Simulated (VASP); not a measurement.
Calculation: PBE GGA, VASP's PBE PAW potentials (set 64) (plane waves; VASP 6.6.1).

VASP input:

**INCAR**
```
# general
SYSTEM   =  Si2W
PREC     =  Accurate
ENCUT    =  300   # plane-wave cut-off (eV)
LREAL    =  F   # projection in real space or not
LASPH    =  T

# electronic loop
EDIFF    =  1E-6   # SCF stop (eV)
NELM     =  100   # most electronic steps
ALGO     =  Normal
LMAXMIX  =  6

# smearing
ISMEAR   =  -1   # Fermi-Dirac
SIGMA    =  0.05   # width (eV)

# functional
GGA      =  PE   # PBE

# ions
ISIF     =  2

# output
LWAVE    =  F
LCHARG   =  F
```

POSCAR:
```
Si2W
4.3300170
 -0.3560050688   0.3560050688   0.8640143907
  0.3560050688  -0.3560050688   0.8640143907
  0.3560050688   0.3560050688  -0.8640143907
Si W
2 1
Cartesian
  0.0000000000  -0.0000000000   0.5788723615
 -0.0000000000   0.0000000000   1.1491564199
  0.0000000000   0.0000000000   0.0000000000
```

### KPOINTS
```
Automatic mesh
0
Gamma
15 15 15
0 0 0
```

POTCAR, in this order: Si W_sv (PBE.64 set). Program: vasp_std.

The run wrote:

File OUTCAR:
```
 ion  position               nearest neighbor table
   1  0.335  0.335  0.000-   2 2.47   3 2.51   3 2.51   3 2.51   3 2.51   3 2.51   2 2.52   2 2.52
                             2 2.52   2 2.52
   2  0.665  0.665  0.000-   1 2.47   3 2.51   3 2.51   3 2.51   3 2.51   3 2.51   1 2.52   1 2.52
                             1 2.52   1 2.52
   3  0.000  0.000  0.000-   2 2.51   2 2.51   2 2.51   1 2.51   2 2.51   1 2.51   1 2.51   1 2.51
                             1 2.51   2 2.51
  LATTYP: Found a body centered tetragonal cell.
 ALAT       =     3.0830160000
 C/A-ratio  =     2.4269721597
 Subroutine PRICEL returns:
 Original cell was already a primitive cell.
 Subroutine GETGRP returns: Found 16 space group operations
The static configuration has the point symmetry D_4h.
The dynamic configuration has the point symmetry D_4h.
 Subroutine INISYM returns: Found 16 space group operations
 Subroutine IBZKPT returns following result:
 Found    288 irreducible k-points:

 Following reciprocal coordinates:
            Coordinates               Weight
  0.000000  0.000000  0.000000      1.000000
  0.066667  0.000000 -0.000000      8.000000
  0.133333  0.000000  0.000000      8.000000
  0.200000  0.000000  0.000000      8.000000
  0.266667  0.000000  0.000000      8.000000
  0.333333  0.000000 -0.000000      8.000000
  0.400000  0.000000  0.000000      8.000000
  0.466667  0.000000  0.000000      8.000000
  0.066667  0.066667 -0.000000      8.000000
  0.133333  0.066667  0.000000     16.000000
  0.200000  0.066667  0.000000     16.000000
  0.266667  0.066667 -0.000000     16.000000
  0.333333  0.066667 -0.000000     16.000000
  0.400000  0.066667  0.000000     16.000000
  0.466667  0.066667  0.000000     16.000000
 -0.466667  0.066667  0.000000     16.000000
 -0.400000  0.066667 -0.000000     16.000000
 -0.333333  0.066667  0.000000     16.000000
 -0.266667  0.066667 -0.000000     16.000000
 -0.200000  0.066667 -0.000000     16.000000
 -0.133333  0.066667  0.000000     16.000000
 -0.066667  0.066667  0.000000      4.000000
  0.133333  0.133333  0.000000      8.000000
  0.200000  0.133333 -0.000000     16.000000
  0.266667  0.133333  0.000000     16.000000
  0.333333  0.133333 -0.000000     16.000000
  0.400000  0.133333  0.000000     16.000000
  0.466667  0.133333  0.000000     16.000000
 -0.466667  0.133333 -0.000000     16.000000
 -0.400000  0.133333 -0.000000     16.000000
 -0.333333  0.133333  0.000000     16.000000
 -0.266667  0.133333  0.000000     16.000000
 -0.200000  0.133333  0.000000     16.000000
 -0.133333  0.133333  0.000000      4.000000
  0.200000  0.200000  0.000000      8.000000
  0.266667  0.200000  0.000000     16.000000
  0.333333  0.200000  0.000000     16.000000
  0.400000  0.200000  0.000000     16.000000
  0.466667  0.200000 -0.000000     16.000000
 -0.466667  0.200000 -0.000000     16.000000
   k-points           NKPTS =    288   k-points in BZ     NKDIM =    288   number of bands    NBANDS=     15
   number of dos      NEDOS =    301   number of ions     NIONS =      3
   total plane-waves  NPLWV =  13824
   dimension x,y,z NGX =    24 NGY =   24 NGZ =   24
   dimension x,y,z NGXF=    48 NGYF=   48 NGZF=   48
   ions per type =               2   1
   PREC   = accura    normal or accurate (medium, high low for compatibility)
   ISTART =      0    job   : 0-new  1-cont  2-samecut
   ICHARG =      2    charge: 1-file 2-atom 10-const
   ISPIN  =      1    spin polarized calculation?
   LNONCOLLINEAR =      F non collinear calculations
   LSORBIT =      F    spin-orbit coupling
   INIWAV =      1    electr: 0-lowe 1-rand  2-diag
   ENCUT  =  300.0 eV  22.05 Ry    4.70 a.u.   6.12  6.12  6.12*2*pi/ulx,y,z
...
```

File OSZICAR:
```
       N       E                     dE             d eps       ncg     rms          rms(c)
DAV:   1     0.916494246941E+02    0.91649E+02   -0.81582E+03  8704   0.102E+03
DAV:   2    -0.223822275739E+02   -0.11403E+03   -0.11240E+03 10299   0.284E+02
DAV:   3    -0.248670529043E+02   -0.24848E+01   -0.24160E+01 11069   0.403E+01
DAV:   4    -0.248817151053E+02   -0.14662E-01   -0.14661E-01 10215   0.347E+00
DAV:   5    -0.248818633521E+02   -0.14825E-03   -0.14824E-03 11223   0.326E-01    0.328E+01
DAV:   6    -0.242324044355E+02    0.64946E+00   -0.29101E+00 10376   0.140E+01    0.132E+01
DAV:   7    -0.241447959470E+02    0.87608E-01   -0.12031E-01  9746   0.251E+00    0.485E+00
DAV:   8    -0.241299381945E+02    0.14858E-01   -0.18903E-02 11412   0.120E+00    0.305E-01
DAV:   9    -0.241295811266E+02    0.35707E-03   -0.74983E-04 10041   0.230E-01    0.164E-01
DAV:  10    -0.241295198082E+02    0.61318E-04   -0.17629E-04 11146   0.127E-01    0.461E-02
DAV:  11    -0.241295176947E+02    0.21135E-05   -0.16988E-05 10285   0.317E-02    0.129E-02
DAV:  12    -0.241295181900E+02   -0.49529E-06   -0.49902E-07  5923   0.600E-03
   1 F= -.24129518E+02 E0= -.24128568E+02  d E =-.189946E-02
```

**OUTCAR**
```
------------------------ aborting loop because EDIFF is reached ----------------------------------------
  FORCE on cell =-STRESS in cart. coord.  units (eV):
  Direction    XX          YY          ZZ          XY          YZ          ZX
  --------------------------------------------------------------------------------------
  Total        8.9021490      8.9021490     10.7132488      0.0000000      0.0000000     -0.0000000
  in kB      401.0913621    401.0913621    482.6914869      0.0000000      0.0000000     -0.0000000
  external PRESSURE =     428.2914037 kB  Pullay stress =       0.0000000 kB
  volume of cell :       35.56
      direct lattice vectors                 reciprocal lattice vectors
    -1.541508000  1.541508000  3.741197000     0.000000000  0.324357707  0.133647065
     1.541508000 -1.541508000  3.741197000     0.324357707  0.000000000  0.133647065
     1.541508000  1.541508000 -3.741197000     0.324357707  0.324357707  0.000000000
 POSITION                                       TOTAL-FORCE (eV/Angst)
 -----------------------------------------------------------------------------------
      0.00000      0.00000      2.50653        -0.000000     -0.000000     -0.528982
      0.00000      0.00000      4.97587         0.000000      0.000000      0.528982
      0.00000      0.00000      0.00000        -0.000000     -0.000000      0.000000
 -----------------------------------------------------------------------------------
    total drift:                               -0.000000     -0.000000      0.000000
  FREE ENERGIE OF THE ION-ELECTRON SYSTEM (eV)
  ---------------------------------------------------
  free  energy   TOTEN  =       -24.1295181900 eV

  energy  without entropy=      -24.1276187345  energy(sigma->0) =      -24.12856846
```
(Selected blocks of OUTCAR.)

At this cut-off the stress carries a Pulay error, which pulls relaxed volumes low.

The structure comes from a computed database's Si2W entry; how it stands against other phases isn't given here. The cell was not relaxed at this level, and its volume differs by -5.9 % from the start's.
